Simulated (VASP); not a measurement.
Given:

```
CELL_PARAMETERS angstrom
      3.20911     0.00000     0.00000
     -1.60455     2.77917     0.00000
      0.00000     0.00000     5.12412
ATOMIC_POSITIONS crystal
  Zr 0.33333 0.66667 0.25000
  Zr 0.66667 0.33333 0.75000
```

All values below come from PBE GGA, VASP's PBE PAW potentials (set 64) (plane waves; VASP). Run with 300 eV cut-off, 16×16×9 Γ-centred mesh, Gaussian smearing of 0.14 eV, potentials Zr_sv.

Task: Give the energies of bands 9 to 15 at the high-symmetry points, in eV from the Fermi level.

Result: 
| band | Γ | M | K | A | L | H |
|---|---|---|---|---|---|---|
| 9 | -5.65 | -2.63 | -2.16 | -3.93 | -2.91 | -1.47 |
| 10 | -3.07 | -2.52 | -1.35 | -3.93 | -2.91 | -1.47 |
| 11 | 0.87 | -2.20 | -1.35 | 0.03 | -1.10 | -1.30 |
| 12 | 0.87 | -0.16 | -1.13 | 0.03 | -1.10 | -1.30 |
| 13 | 1.00 | 0.55 | 0.27 | 0.78 | 1.70 | -0.01 |
| 14 | 1.23 | 0.79 | 0.27 | 0.78 | 1.70 | -0.01 |
| 15 | 1.57 | 1.48 | 1.83 | 0.78 | 2.25 | 2.06 |

It has no gap at this level: it comes out as a metal or semimetal.

The structure comes from a computed database's Zr entry (P6_3/mmc); how it stands against other phases isn't given here. The cell was not relaxed at this level.
